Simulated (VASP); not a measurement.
A convergence study with VASP on MgO (rock salt): a few settings are varied, all else stays as given below, so the limit is that of these other settings. The cell's lengths are 1 % over those of the tabulated start and one atom is moved, so it is off equilibrium.

```xyz
2
Lattice="0.0000 2.1261 2.1261 2.1261 0.0000 2.1261 2.1261 2.1261 0.0000" Properties=species:S:1:pos:R:3 pbc="T T T"
Mg     0.0000     0.0000     0.0000
O      2.1867     2.1261     2.1261
```

Level of theory: LDA (Ceperley-Alder, Perdew-Zunger), VASP's LDA PAW potentials (set 64) (plane waves; VASP). The last row used: 900 eV cut-off, 9×9×9 Γ-centred mesh, Gaussian smearing of 0.050 eV, potentials Mg O_h.

Gaps are read on the run's mesh, which can miss a band edge. Energies of different potentials or hybrids have different zeros.

| setting | E (eV/atom) | pressure (GPa) | gap on the mesh (eV) | plane waves |
|---|---|---|---|---|
| ENCUT = 300, POTCAR Mg O | -6.7784 | -49.08 | 4.446 | 259 |
| ENCUT = 520, POTCAR Mg O | -6.6923 | -11.31 | 4.384 | 534 |
| ENCUT = 900, POTCAR Mg O | -6.6965 | -11.25 | 4.388 | 1243 |
| ENCUT = 300, POTCAR Mg_pv O | -6.4420 | -132.73 | 4.431 | 259 |
| ENCUT = 400, POTCAR Mg_pv O | -6.5966 | -19.82 | 4.390 | 361 |
| ENCUT = 520, POTCAR Mg_pv O | -6.5927 | -9.16 | 4.384 | 534 |
| ENCUT = 700, POTCAR Mg_pv O | [?] | [?] | 4.389 | 869 |
| ENCUT = 900, POTCAR Mg_pv O | -6.5981 | -8.95 | 4.390 | 1243 |
| ENCUT = 300, POTCAR Mg_sv O | -6.5071 | -316.85 | 4.942 | 259 |
| ENCUT = 400, POTCAR Mg_sv O | -6.5782 | -60.67 | 4.455 | 361 |
| ENCUT = 520, POTCAR Mg_sv O | -6.5999 | -10.97 | 4.405 | 534 |
| ENCUT = 700, POTCAR Mg_sv O | -6.5992 | -9.92 | 4.402 | 869 |
| ENCUT = 900, POTCAR Mg_sv O | -6.5960 | -8.99 | 4.396 | 1243 |
| ENCUT = 300, POTCAR Mg O_s | -6.6932 | -12.57 | 4.389 | 259 |
| ENCUT = 400, POTCAR Mg O_s | -6.6913 | -11.41 | 4.386 | 361 |
| ENCUT = 520, POTCAR Mg O_s | -6.6945 | -11.40 | 4.389 | 534 |
| ENCUT = 700, POTCAR Mg O_s | -6.6950 | -11.21 | 4.389 | 869 |
| ENCUT = 900, POTCAR Mg O_s | -6.6952 | -11.20 | 4.389 | 1243 |
| ENCUT = 300, POTCAR Mg O_h | -5.8898 | -221.96 | 2.688 | 259 |
| ENCUT = 400, POTCAR Mg O_h | [?] | [?] | [?] | 361 |
| ENCUT = 520, POTCAR Mg O_h | -6.5652 | -71.43 | 4.237 | 534 |
| ENCUT = 700, POTCAR Mg O_h | -6.6862 | -22.10 | 4.385 | 869 |
| ENCUT = 900, POTCAR Mg O_h | -6.6963 | -11.78 | 4.387 | 1243 |

Task: Fill in the missing entries.

Result: 
- ENCUT = 400, POTCAR Mg O_h, E (eV/atom): -6.1362
- ENCUT = 400, POTCAR Mg O_h, pressure (GPa): -150.89
- ENCUT = 400, POTCAR Mg O_h, gap on the mesh (eV): 3.570
- ENCUT = 700, POTCAR Mg_pv O, E (eV/atom): -6.5970
- ENCUT = 700, POTCAR Mg_pv O, pressure (GPa): -9.66

Left out are rungs that failed or repeat a setting and relaxations that didn't move; long series are thinned to 24 rows.

The compound is MgO in the rock salt structure. The cell was not relaxed at this level, it is distorted from the ideal structure.
